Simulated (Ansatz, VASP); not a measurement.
# Cross-check of SrTiO3 (Tausonite) between VASP and Ansatz, part 2 of 3

Aim: how closely do two programs agree when they are given the same cell, functional and k mesh? The cell is taken from a series of VASP runs on this material, whose earlier steps may have relaxed, scaled or displaced it; both programs get it as it stands. Other levels of theory on this material are compared in a session of their own.

VASP 6.6.1 and Ansatz 0.2.0.

So far: Set-up; Ansatz: dielectric response, PBEsol.

## (3) VASP: dielectric response, PBEsol

Level of this step: PBEsol, no spin polarisation; plane waves and PAW (Sr_sv, Ti_sv, O) (VASP).

The same cell, functional and mesh now go to VASP, with its own data sets and cutoff.

Lines of VASP's logs that name or quote its potential files are left out, and so is its time.

Input file INCAR:

```
SYSTEM = SrTiO3
PREC = Accurate
ENCUT = 520
EDIFF = 1E-08
NELM = 100
ISMEAR = 0
SIGMA = 0.01
LREAL = .FALSE.
ALGO = Normal
GGA = PS
NBANDS = 26
LASPH = .TRUE.
LORBIT = 11
LWAVE = .FALSE.
LCHARG = .FALSE.
KPAR = 4
LEPSILON = .TRUE.
```

Input file POSCAR:

```
SrTiO3
1.0
    3.8959389830      0.0000000000      0.0000000000
    0.0000000000      3.8959389830      0.0000000000
    0.0000000000      0.0000000000      3.8959389830
Sr Ti O
1 1 3
Direct
    0.5000000000      0.5000000000      0.5000000000
    0.0000000000      0.0000000000      0.0000000000
    0.5000000000      0.0000000000      0.0000000000
    0.0000000000      0.5000000000      0.0000000000
    0.0000000000      0.0000000000      0.5000000000
```

Input file KPOINTS:

```
Automatic mesh
0
Gamma
13 13 13
0 0 0
```

PAW data sets: Sr_sv, Ti_sv and O (PBE family, release 64).

The run is started by

```console
> mpirun -np 4 vasp_std
```

Numbers of over 12 decimals in the logs are rounded to 6 here.

The program printed:

```text
[banner, memory and clock lines left out]
running    4 mpi-ranks, on    1 nodes
 distrk:  each k-point on    1 cores,    4 groups
 distr:  one band on    1 cores,    1 groups

 POSCAR found type information on POSCAR SrTiO
 POSCAR found :  3 types and       5 ions
|                                                                             |
|               ----> ADVICE to this user running VASP <----                  |
|                                                                             |
|     You enforced a specific xc type in the INCAR file but a different       |
|     [... a line on the potential file left out ...]
|     I HOPE YOU KNOW WHAT YOU ARE DOING!                                     |
|                                                                             |

 LDA part: xc-table for (Slater+PW92), standard interpolation
 POSCAR, INCAR and KPOINTS ok, starting setup
 FFT: planning ... GRIDC
 FFT: planning ... GRID_SOFT
 FFT: planning ... GRID
 WAVECAR not read
 entering main loop
       N       E                     dE             d eps       ncg     rms          rms(c)
DAV:   1     0.427901425846E+03    0.42790E+03   -0.21087E+04  4368   0.167E+03
DAV:   2    -0.873452448558E+01   -0.43664E+03   -0.42330E+03  5118   0.456E+02
DAV:   3    -0.493008846391E+02   -0.40566E+02   -0.40108E+02  5086   0.140E+02
DAV:   4    -0.515909945900E+02   -0.22901E+01   -0.22867E+01  7406   0.285E+01
DAV:   5    -0.516271558819E+02   -0.36161E-01   -0.36130E-01  5744   0.321E+00    0.271E+01
DAV:   6    -0.420428424242E+02    0.95843E+01   -0.55468E+01  6516   0.685E+01    0.158E+01
DAV:   7    -0.420969773477E+02   -0.54135E-01   -0.78454E+00  5520   0.207E+01    0.112E+01
DAV:   8    -0.421198509912E+02   -0.22874E-01   -0.19334E+00  5450   0.144E+01    0.313E+00
DAV:   9    -0.420238879219E+02    0.95963E-01   -0.46911E-01  5574   0.699E+00    0.105E+00
DAV:  10    -0.420290803764E+02   -0.51925E-02   -0.16210E-01  5290   0.257E+00    0.981E-01
DAV:  11    -0.420165962077E+02    0.12484E-01   -0.51723E-02  6698   0.207E+00    0.177E-01
DAV:  12    -0.420165283800E+02    0.67828E-04   -0.26377E-03  5242   0.476E-01    0.101E-01
DAV:  13    -0.420165013882E+02    0.26992E-04   -0.59622E-04  7126   0.252E-01    0.544E-02
DAV:  14    -0.420165017748E+02   -0.38659E-06   -0.22574E-04  6052   0.170E-01    0.280E-02
DAV:  15    -0.420164945978E+02    0.71770E-05   -0.61045E-05  5792   0.810E-02    0.179E-02
DAV:  16    -0.420164938565E+02    0.74133E-06   -0.96489E-06  5258   0.333E-02    0.500E-03
DAV:  17    -0.420164937076E+02    0.14890E-06   -0.12121E-06  6640   0.112E-02    0.205E-03
DAV:  18    -0.420164937462E+02   -0.38643E-07   -0.10764E-07  5212   0.296E-03    0.111E-03
DAV:  19    -0.420164937685E+02   -0.22249E-07   -0.17910E-08  3256   0.122E-03    0.315E-04
DAV:  20    -0.420164937693E+02   -0.84401E-09   -0.58089E-09  2772   0.644E-04
   1 F= -.42016494E+02 E0= -.42016494E+02  d E =-.474136E-73
 Linear response reoptimize wavefunctions to high precision
DAV:   1    -0.420164937696E+02   -0.32924E-09   -0.41325E-09  3484   0.400E-04
DAV:   2    -0.420164937697E+02   -0.73669E-10   -0.40398E-10  2702   0.139E-04
 Linear response G [H, r] |phi>, progress :
  Direction:   1
       N       E                     dE             d eps       ncg     rms
RMM:   1    -0.166967689902E+03   -0.16697E+03   -0.22781E+03  6355   0.677E+02
RMM:   2    -0.133911144502E+03    0.33057E+02   -0.97611E+01  7900   0.662E+01
RMM:   3    -0.136559997656E+03   -0.26489E+01   -0.24666E+01 10390   0.214E+01
RMM:   4    -0.137275974231E+03   -0.71598E+00   -0.71715E+00 11307   0.995E+00
RMM:   5    -0.137551394739E+03   -0.27542E+00   -0.26721E+00 11412   0.557E+00
RMM:   6    -0.137674858696E+03   -0.12346E+00   -0.13752E+00 11499   0.341E+00
RMM:   7    -0.137736946854E+03   -0.62088E-01   -0.71394E-01 11591   0.220E+00
RMM:   8    -0.137763059532E+03   -0.26113E-01   -0.33965E-01 11685   0.149E+00
RMM:   9    -0.137775422924E+03   -0.12363E-01   -0.18750E-01 11712   0.103E+00
RMM:  10    -0.137786559812E+03   -0.11137E-01   -0.11504E-01 11629   0.752E-01
RMM:  11    -0.137794787441E+03   -0.82276E-02   -0.70410E-02 11550   0.548E-01
RMM:  12    -0.137800031448E+03   -0.52440E-02   -0.50191E-02 11485   0.411E-01
RMM:  13    -0.137803179180E+03   -0.31477E-02   -0.32954E-02 11450   0.316E-01
RMM:  14    -0.137805376619E+03   -0.21974E-02   -0.22515E-02 11393   0.250E-01
RMM:  15    -0.137806789121E+03   -0.14125E-02   -0.12990E-02 11357   0.201E-01
RMM:  16    -0.137807852363E+03   -0.10632E-02   -0.10768E-02 11298   0.166E-01
RMM:  17    -0.137808577223E+03   -0.72486E-03   -0.87666E-03 11267   0.141E-01
RMM:  18    -0.137809044197E+03   -0.46697E-03   -0.42781E-03 11215   0.121E-01
RMM:  19    -0.137809533295E+03   -0.48910E-03   -0.47572E-03 11189   0.106E-01
[...]
RMM:   6    -0.124424226263E+01   -0.46445E-03   -0.49205E-03 10903   0.147E-01
RMM:   7    -0.124445315972E+01   -0.21090E-03   -0.25002E-03 10753   0.984E-02
RMM:   8    -0.124455431690E+01   -0.10116E-03   -0.10646E-03 10384   0.671E-02
RMM:   9    -0.124460567248E+01   -0.51356E-04   -0.64874E-04 10159   0.494E-02
RMM:  10    -0.124466446907E+01   -0.58797E-04   -0.51048E-04 10033   0.378E-02
RMM:  11    -0.124469215688E+01   -0.27688E-04   -0.25822E-04  9882   0.279E-02
[...]
RMM:   7    -0.918235920617E+00   -0.98558E-03   -0.31590E-03 25306   0.159E-01    0.591E-02
RMM:   8    -0.919741620442E+00   -0.15057E-02   -0.11652E-03 23886   0.118E-01    0.274E-02
RMM:   9    -0.919753816409E+00   -0.12196E-04   -0.62258E-04 24843   0.779E-02    0.322E-03
RMM:  10    -0.919759806693E+00   -0.59903E-05   -0.37492E-04 25901   0.535E-02    0.702E-03
RMM:  11    -0.919819293892E+00   -0.59487E-04   -0.27201E-04 25887   0.387E-02    0.795E-03
RMM:  12    -0.919945723595E+00   -0.12643E-03   -0.17019E-04 24647   0.297E-02    0.262E-03
RMM:  13    -0.919986731800E+00   -0.41008E-04   -0.13489E-04 24776   0.229E-02    0.121E-03
RMM:  14    -0.920036161936E+00   -0.49430E-04   -0.96268E-05 25500   0.179E-02    0.153E-03
RMM:  15    -0.920030845358E+00    0.53166E-05   -0.84580E-05 25578   0.142E-02    0.572E-04
RMM:  16    -0.920059076221E+00   -0.28231E-04   -0.63781E-05 24993   0.118E-02    0.758E-04
RMM:  17    -0.920050528484E+00    0.85477E-05   -0.58348E-05 25093   0.968E-03    0.985E-04
RMM:  18    -0.920051858119E+00   -0.13296E-05   -0.42507E-05 25394   0.811E-03    0.173E-03
RMM:  19    -0.920044901095E+00    0.69570E-05   -0.41953E-05 24767   0.699E-03    0.298E-03
RMM:  20    -0.920046917237E+00   -0.20161E-05   -0.31247E-05 23308   0.604E-03    0.334E-03
RMM:  21    -0.920048539176E+00   -0.16219E-05   -0.31913E-05 22160   0.533E-03    0.362E-03
RMM:  22    -0.920052605455E+00   -0.40663E-05   -0.24341E-05 23032   0.479E-03    0.358E-03
RMM:  23    -0.920056380707E+00   -0.37753E-05   -0.26219E-05 23375   0.436E-03    0.353E-03
 change of polarisation eV/A/(eV/A) component  1 :     1.749    -0.292    -0.292
 dielectric tensor                  component  1 :     6.352    -0.893    -0.894
 Linear response to external field, progress :
  Direction:   2
       N       E                     dE             d eps       ncg     rms          rms(c)
RMM:   1    -0.824635760560E+00   -0.82464E+00   -0.30694E+00 18387   0.927E+00
RMM:   2    -0.885968795693E+00   -0.61333E-01   -0.14177E-01 21118   0.195E+00    0.139E+00
RMM:   3    -0.880670222484E+00    0.52986E-02   -0.74524E-02 21338   0.135E+00    0.869E-01
RMM:   4    -0.904949389212E+00   -0.24279E-01   -0.38181E-02 21539   0.113E+00    0.273E-01
RMM:   5    -0.915860552321E+00   -0.10911E-01   -0.18121E-02 24385   0.527E-01    0.700E-02
RMM:   6    -0.917271866561E+00   -0.14113E-02   -0.54553E-03 25719   0.272E-01    0.637E-02
RMM:   7    -0.918237964122E+00   -0.96610E-03   -0.31572E-03 25335   0.159E-01    0.596E-02
RMM:   8    -0.919681542159E+00   -0.14436E-02   -0.11741E-03 23932   0.117E-01    0.255E-02
RMM:   9    -0.919797381385E+00   -0.11584E-03   -0.56500E-04 24971   0.769E-02    0.308E-03
RMM:  10    -0.919779013512E+00    0.18368E-04   -0.33174E-04 25678   0.533E-02    0.738E-03
RMM:  11    -0.919837262687E+00   -0.58249E-04   -0.24931E-04 25887   0.386E-02    0.802E-03
RMM:  12    -0.919958639279E+00   -0.12138E-03   -0.14730E-04 24697   0.297E-02    0.331E-03
RMM:  13    -0.920014661326E+00   -0.56022E-04   -0.11991E-04 24627   0.230E-02    0.917E-04
RMM:  14    -0.920040949370E+00   -0.26288E-04   -0.84408E-05 26100   0.177E-02    0.109E-03
[...]
RMM:  18    -0.920087054543E+00   -0.10217E-04   -0.33382E-05 25072   0.811E-03    0.605E-04
RMM:  19    -0.920084446094E+00    0.26084E-05   -0.30649E-05 24424   0.694E-03    0.140E-03
RMM:  20    -0.920083998458E+00    0.44764E-06   -0.25665E-05 23962   0.604E-03    0.196E-03
RMM:  21    -0.920089444823E+00   -0.54464E-05   -0.24389E-05 23391   0.532E-03    0.188E-03
RMM:  22    -0.920089110309E+00    0.33451E-06   -0.19500E-05 22357   0.476E-03    0.227E-03
RMM:  23    -0.920089956910E+00   -0.84660E-06   -0.20219E-05 21661   0.434E-03    0.248E-03
RMM:  24    -0.920094116155E+00   -0.41592E-05   -0.16433E-05 23149   0.402E-03    0.235E-03
RMM:  25    -0.920094519111E+00   -0.40296E-06   -0.16848E-05 21450   0.372E-03    0.250E-03
 change of polarisation eV/A/(eV/A) component  2 :    -0.292     1.749    -0.292
 dielectric tensor                  component  2 :    -0.892     6.352    -0.894
 Linear response to external field, progress :
  Direction:   3
       N       E                     dE             d eps       ncg     rms          rms(c)
RMM:   1    -0.824233045579E+00   -0.82423E+00   -0.30653E+00 18367   0.926E+00
RMM:   2    -0.885967411331E+00   -0.61734E-01   -0.14184E-01 21085   0.195E+00    0.139E+00
RMM:   3    -0.880664536580E+00    0.53029E-02   -0.74688E-02 21295   0.135E+00    0.869E-01
RMM:   4    -0.904950531792E+00   -0.24286E-01   -0.38246E-02 21501   0.113E+00    0.273E-01
RMM:   5    -0.915858728286E+00   -0.10908E-01   -0.18029E-02 24306   0.525E-01    0.697E-02
RMM:   6    -0.917278905455E+00   -0.14202E-02   -0.54408E-03 25680   0.271E-01    0.637E-02
RMM:   7    -0.918263620015E+00   -0.98471E-03   -0.31167E-03 25268   0.158E-01    0.591E-02
RMM:   8    -0.919790308082E+00   -0.15267E-02   -0.11646E-03 23802   0.118E-01    0.283E-02
RMM:   9    -0.919783232371E+00    0.70757E-05   -0.60438E-04 24759   0.778E-02    0.314E-03
RMM:  10    -0.919788257469E+00   -0.50251E-05   -0.35695E-04 25885   0.535E-02    0.693E-03
RMM:  11    -0.919845668339E+00   -0.57411E-04   -0.23164E-04 25875   0.387E-02    0.804E-03
RMM:  12    -0.919973014226E+00   -0.12735E-03   -0.15517E-04 24632   0.297E-02    0.269E-03
RMM:  13    -0.920014454325E+00   -0.41440E-04   -0.98776E-05 24793   0.228E-02    0.133E-03
RMM:  14    -0.920065588660E+00   -0.51134E-04   -0.77081E-05 25491   0.178E-02    0.151E-03
[...]
RMM:  19    -0.920101325649E+00    0.14262E-05   -0.22561E-05 24804   0.685E-03    0.692E-04
RMM:  20    -0.920111697862E+00   -0.10372E-04   -0.29385E-05 24353   0.606E-03    0.318E-04
RMM:  21    -0.920117655669E+00   -0.59578E-05   -0.16536E-05 24245   0.533E-03    0.266E-04
RMM:  22    -0.920116685098E+00    0.97057E-06   -0.22015E-05 22649   0.477E-03    0.657E-04
RMM:  23    -0.920110758801E+00    0.59263E-05   -0.13033E-05 24067   0.439E-03    0.138E-03
RMM:  24    -0.920113853810E+00   -0.30950E-05   -0.19720E-05 22542   0.401E-03    0.136E-03
RMM:  25    -0.920114668640E+00   -0.81483E-06   -0.10764E-05 21343   0.373E-03    0.149E-03
RMM:  26    -0.920118406728E+00   -0.37381E-05   -0.16558E-05 23215   0.356E-03    0.129E-03
 change of polarisation eV/A/(eV/A) component  3 :    -0.258    -0.325     1.749
 dielectric tensor                  component  3 :    -0.791    -0.996     6.352
 Born effective charges drift removed
```

OUTCAR, selected parts (step 3):

```text
ion  position               nearest neighbor table
   1  0.500  0.500  0.500-   3 2.75   4 2.75   5 2.75   3 2.75   4 2.75   3 2.75   5 2.75   3 2.75
                             4 2.75   5 2.75   4 2.75   5 2.75   2 3.37   2 3.37   2 3.37   2 3.37
   2  0.000  0.000  0.000-   3 1.95   4 1.95   5 1.95   5 1.95   4 1.95   3 1.95   1 3.37   1 3.37
                             1 3.37   1 3.37   1 3.37   1 3.37   1 3.37   1 3.37
   3  0.500  0.000  0.000-   2 1.95   2 1.95   1 2.75   1 2.75   1 2.75   1 2.75
   4  0.000  0.500  0.000-   2 1.95   2 1.95   1 2.75   1 2.75   1 2.75   1 2.75
   5  0.000  0.000  0.500-   2 1.95   2 1.95   1 2.75   1 2.75   1 2.75   1 2.75

  LATTYP: Found a simple cubic cell.
 ALAT       =     3.8959389830

 Subroutine GETGRP returns: Found 48 space group operations
 (whereof 48 operations were pure point group operations)

The static configuration has the point symmetry O_h .

 Found     84 irreducible k-points:

   k-points           NKPTS =     84   k-points in BZ     NKDIM =     84   number of bands    NBANDS=     26

   dimension x,y,z NGX =    30 NGY =   30 NGZ =   30
   dimension x,y,z NGXF=    60 NGYF=   60 NGZF=   60

   ENCUT  =  520.0 eV  38.22 Ry    6.18 a.u.   7.24  7.24  7.24*2*pi/ulx,y,z

   NELECT =      40.0000    total number of electrons

 k-points in reciprocal lattice and weights: Automatic mesh
   0.00000000  0.00000000  0.00000000       0.000
   0.07692308  0.00000000  0.00000000       0.003
   0.15384615  0.00000000  0.00000000       0.003
   0.23076923  0.00000000  0.00000000       0.003
   0.30769231  0.00000000  0.00000000       0.003
   0.38461538  0.00000000  0.00000000       0.003
   0.46153846  0.00000000  0.00000000       0.003
   0.07692308  0.07692308  0.00000000       0.005
   0.15384615  0.07692308  0.00000000       0.011
[...]
0.46153846  0.46153846  0.38461538       0.011
   0.46153846  0.46153846  0.46153846       0.004

 average (electrostatic) potential at core
       1 -34.2432       2 -76.1761       3 -69.4548       4 -69.4548       5 -69.4548

  Total       -0.0022411     -0.0022411     -0.0022411      0.0000000     -0.0000000      0.0000000
  in kB       -0.0607207     -0.0607207     -0.0607207      0.0000000     -0.0000000      0.0000000
  external PRESSURE =      -0.0607207 kB  Pullay stress =       0.0000000 kB

  energy-cutoff  :      520.00
  volume of cell :       59.13
      direct lattice vectors                 reciprocal lattice vectors
     3.895938983  0.000000000  0.000000000     0.256677531  0.000000000  0.000000000
     0.000000000  3.895938983  0.000000000     0.000000000  0.256677531  0.000000000
     0.000000000  0.000000000  3.895938983     0.000000000  0.000000000  0.256677531

 POSITION                                       TOTAL-FORCE (eV/Angst)
 -----------------------------------------------------------------------------------
      1.94797      1.94797      1.94797         0.000000      0.000000      0.000000
      0.00000      0.00000      0.00000         0.000000      0.000000      0.000000
      1.94797      0.00000      0.00000         0.000000      0.000000      0.000000
      0.00000      1.94797      0.00000         0.000000      0.000000      0.000000
      0.00000      0.00000      1.94797         0.000000      0.000000      0.000000
 -----------------------------------------------------------------------------------
    total drift:                               -0.000000     -0.000000      0.000000

 MACROSCOPIC STATIC DIELECTRIC TENSOR (including local field effects in DFT)
 ------------------------------------------------------
           6.352262     0.000000    -0.000000
           0.000000     6.352262     0.000000
           0.000000     0.000000     6.352262
 ------------------------------------------------------

 PIEZOELECTRIC TENSOR (including local field effects)  for field in x, y, z        (C/m^2)
          XX          YY          ZZ          XY          YZ          ZX
  --------------------------------------------------------------------------------
  x     0.00000     0.00000     0.00000     0.00000     0.00000     0.00000
  y     0.00000     0.00000     0.00000     0.00000     0.00000     0.00000
  z     0.00000     0.00000     0.00000     0.00000     0.00000     0.00000

 BORN EFFECTIVE CHARGES (including local field effects) (in |e|, cummulative output)
 ---------------------------------------------------------------------------------
 ion    1
    1     2.55405     0.00000    -0.00000
    2     0.00000     2.55405    -0.00000
    3     0.00000     0.00000     2.55405
 ion    2
    1     7.34687    -0.00000     0.00000
    2    -0.00000     7.34687    -0.00000
    3     0.00000    -0.00000     7.34687
 ion    3
    1    -5.82053     0.00000     0.00000
    2     0.00000    -2.04020    -0.00000
    3     0.00000    -0.00000    -2.04020
 ion    4
    1    -2.04020     0.00000    -0.00000
    2    -0.00000    -5.82053    -0.00000
    3    -0.00000     0.00000    -2.04020
 ion    5
    1    -2.04020     0.00000     0.00000
    2     0.00000    -2.04020     0.00000
    3     0.00000    -0.00000    -5.82053
```

## (4) Side by side

Known differences besides the potentials themselves: VASP's response is taken on the typed mesh, Ansatz refines its own for the field response alone; the cutoff is 420 eV in Ansatz and 520 eV in VASP; Ansatz makes its cores anew for this functional, VASP keeps those of its PBE data sets. Total energies have different zeros and are not compared.

Compared:

```csv
quantity,Ansatz,VASP,difference
ε∞ xx,6.31,6.35,-0.60 %
ε∞ yy,6.31,6.35,-0.60 %
ε∞ zz,6.31,6.35,-0.60 %
Born charge of Sr1 (mean of the diagonal) (e),2.55,2.55,0.00
Born charge of Ti2 (mean of the diagonal) (e),7.31,7.35,-0.04
Born charge of O3 (mean of the diagonal) (e),-3.29,-3.30,+0.01
```

[end of part 2 of 3]

[Lines on the potential files, build, host, timing and source positions are cut from VASP's logs without a mark.]

[Logs are printed without paths, hosts, clocks, repeated set-up lines and the standing remarks that a program may print on its own settings, such as how far it seeks lower states.]

[Hosts, paths, dates, database ids (printed as entryN), source tags and the programs' standing remarks are cut or masked in the printed files.]
